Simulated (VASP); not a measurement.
Band gaps of SrTiO$_{3}$ (cubic perovskite) from VASP (PAW), without and with spin-orbit coupling. Semilocal levels are at their own relaxed cell, hybrids and mBJ at PBE's; 0.00 means no gap at that level.

The cell of the PBE run:

```yaml
crystal:
  lattice:
    - [3.94255, 0.00000, 0.00000]
    - [0.00000, 3.94255, 0.00000]
    - [0.00000, 0.00000, 3.94255]
  atoms:
    - { symbol: Sr, position: [0.00000, 0.00000, 0.00000] }
    - { symbol: Ti, position: [0.50000, 0.50000, 0.50000] }
    - { symbol: O, position: [0.50000, 0.00000, 0.50000] }
    - { symbol: O, position: [0.00000, 0.50000, 0.50000] }
    - { symbol: O, position: [0.50000, 0.50000, 0.00000] }
```

```
level   gap without SOC (eV)  gap with SOC (eV)  shift (eV)
------  --------------------  -----------------  ----------
PBE                     1.80               1.78       -0.02
PBEsol                  1.81         (withheld)  (withheld)
r2SCAN                  2.26         (withheld)  (withheld)
```

Problem. What belongs in the gaps?

Solution. 
- PBEsol, gap with SOC (eV): 1.80
- PBEsol, shift (eV): -0.01
- r2SCAN, gap with SOC (eV): 2.24
- r2SCAN, shift (eV): -0.02

Only levels that ran to the end are used. Left out are those held back, those with too coarse a band path, GW runs whose mesh misses a band edge, hybrids' fits of cells that aren't cubic and levels without matching references; a question may draw on a part of the rest.

The compound is SrTiO3 in the cubic perovskite structure, the ideal cubic form; the compound distorts at low or room temperature.
